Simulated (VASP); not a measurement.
Data:

```
CELL_PARAMETERS angstrom
      6.30071     0.00000    -0.00009
      0.00000     3.85042     0.00000
     -0.00536     0.00000     6.68107
ATOMIC_POSITIONS crystal
  Mg 0.50070 0.00000 0.66652
  Zn 0.49884 0.50000 0.16684
  Zn 0.99927 0.50000 0.83654
  Zn 0.99868 0.00000 0.32978
  S  0.11358 0.00000 0.66542
  S  0.12718 0.50000 0.16737
  S  0.63019 0.50000 0.84303
  S  0.62765 0.00000 0.32441
```

The numbers are results of r2SCAN meta-GGA, VASP's PBE PAW potentials (set 64) (plane waves; VASP 6.6.1), not measurements. Numerical set-up: 400 eV cut-off, 4×7×4 Γ-centred mesh, tetrahedra with Blöchl corrections, potentials Mg Zn S.

### Question
Give the energies of bands 23 to 36 at the high-symmetry points, in eV from the valence-band maximum.

### Answer

```json
[
 {"band": "23", "Γ": "-2.96", "Z": "-3.31", "D": "-3.37", "B": "-2.61", "A": "-2.62", "E": "-3.79", "C2": "-3.37", "Y2": "-2.39"},
 {"band": "24", "Γ": "-2.04", "Z": "-2.98", "D": "-3.10", "B": "-2.24", "A": "-1.75", "E": "-1.64", "C2": "-2.50", "Y2": "-1.57"},
 {"band": "25", "Γ": "-1.55", "Z": "-2.82", "D": "-2.75", "B": "-1.69", "A": "-1.62", "E": "-1.62", "C2": "-2.41", "Y2": "-1.57"},
 {"band": "26", "Γ": "-0.85", "Z": "-2.75", "D": "-2.07", "B": "-1.65", "A": "-1.50", "E": "-1.54", "C2": "-2.23", "Y2": "-1.36"},
 {"band": "27", "Γ": "-0.83", "Z": "-2.47", "D": "-2.01", "B": "-1.34", "A": "-1.27", "E": "-1.52", "C2": "-2.21", "Y2": "-1.32"},
 {"band": "28", "Γ": "-0.77", "Z": "-1.58", "D": "-1.54", "B": "-0.68", "A": "-1.16", "E": "-1.42", "C2": "-1.39", "Y2": "-0.54"},
 {"band": "29", "Γ": "-0.07", "Z": "-1.51", "D": "-1.51", "B": "-0.50", "A": "-0.99", "E": "-1.37", "C2": "-1.34", "Y2": "-0.54"},
 {"band": "30", "Γ": "-0.01", "Z": "-1.40", "D": "-0.83", "B": "-0.45", "A": "-0.97", "E": "-1.33", "C2": "-1.27", "Y2": "-0.32"},
 {"band": "31", "Γ": "0.00", "Z": "-1.31", "D": "-0.73", "B": "-0.29", "A": "-0.69", "E": "-1.26", "C2": "-1.11", "Y2": "-0.30"},
 {"band": "32", "Γ": "2.97", "Z": "5.08", "D": "4.09", "B": "4.48", "A": "4.70", "E": "4.03", "C2": "4.91", "Y2": "4.03"},
 {"band": "33", "Γ": "3.87", "Z": "5.21", "D": "4.39", "B": "4.61", "A": "4.79", "E": "4.11", "C2": "5.03", "Y2": "4.07"},
 {"band": "34", "Γ": "4.43", "Z": "5.92", "D": "4.95", "B": "4.64", "A": "4.98", "E": "4.11", "C2": "5.08", "Y2": "4.19"},
 {"band": "35", "Γ": "5.41", "Z": "6.12", "D": "5.46", "B": "5.73", "A": "5.53", "E": "4.72", "C2": "5.90", "Y2": "5.10"},
 {"band": "36", "Γ": "5.57", "Z": "6.45", "D": "5.47", "B": "6.37", "A": "6.28", "E": "5.68", "C2": "6.71", "Y2": "5.83"}
]
```

The gap is direct, 2.97 eV, from the valence maximum at Γ to the conduction minimum at Γ.

The structure comes from a computed database's MgZn3S4 entry (Pm); how it stands against other phases isn't given here. It was relaxed first.
